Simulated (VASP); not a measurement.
A convergence study with VASP on CoAl (CsCl type): one setting is varied, all else stays as given below, so the limit is that of these other settings. Each run relaxes cell and ions from the cell shown.

```xyz
2
Lattice="2.8600 0.0000 0.0000 0.0000 2.8600 0.0000 0.0000 0.0000 2.8600" Properties=species:S:1:pos:R:3 pbc="T T T"
Al     1.4300     1.4300     1.4300
Co     0.0000     0.0000     0.0000
```

Computed with PBE GGA, VASP's PBE PAW potentials (set 64) (plane waves; VASP 6.6.1). The tightest run used: 550 eV cut-off, 17×17×17 Γ-centred mesh, first-order Methfessel-Paxton smearing of 0.10 eV, potentials Al Co.

### Question
The settings run are 2×2×2 mesh; 3×3×3 mesh; 4×4×4 mesh; 5×5×5 mesh; 6×6×6 mesh; 7×7×7 mesh; 8×8×8 mesh; 9×9×9 mesh; 11×11×11 mesh; 12×12×12 mesh; 13×13×13 mesh; 14×14×14 mesh; 15×15×15 mesh; 16×16×16 mesh; 17×17×17 mesh. From which on does the relaxed volume stay within 0.05 Å³/atom of the tightest run?

### Answer
From 5×5×5 mesh on: it is off by 0.028 there and by no more than 0.05 in any finer run, while 4×4×4 mesh is off by 0.106.
| setting | relaxed volume (Å³/atom) | E (eV/atom) | irreducible k-points | difference judged (Å³/atom) |
|---|---|---|---|---|
| 2×2×2 mesh | 12.088 | -5.8020 | 4 | 0.500 |
| 3×3×3 mesh | 11.432 | -6.0778 | 4 | 0.156 |
| 4×4×4 mesh | 11.694 | -5.9321 | 10 | 0.106 |
| 5×5×5 mesh | 11.560 | -5.9998 | 10 | 0.028 |
| 6×6×6 mesh | 11.606 | -5.9919 | 20 | 0.018 |
| 7×7×7 mesh | 11.580 | -5.9966 | 20 | 0.008 |
| 8×8×8 mesh | 11.590 | -5.9915 | 35 | 0.002 |
| 9×9×9 mesh | 11.588 | -5.9965 | 35 | 0.000 |
| 11×11×11 mesh | 11.590 | -5.9927 | 56 | 0.002 |
| 12×12×12 mesh | 11.590 | -5.9939 | 84 | 0.002 |
| 13×13×13 mesh | 11.587 | -5.9943 | 84 | 0.001 |
| 14×14×14 mesh | 11.589 | -5.9948 | 120 | 0.001 |
| 15×15×15 mesh | 11.588 | -5.9944 | 120 | 0.000 |
| 16×16×16 mesh | 11.588 | -5.9940 | 165 | 0.000 |
| 17×17×17 mesh | 11.588 | -5.9946 | 165 | 0.000 |

Left out are rungs that failed or repeat a setting and relaxations that didn't move; long series are thinned to 24 rows.

The compound is CoAl in the CsCl type structure. The run is not spin-polarised, so no magnetic state was tried.
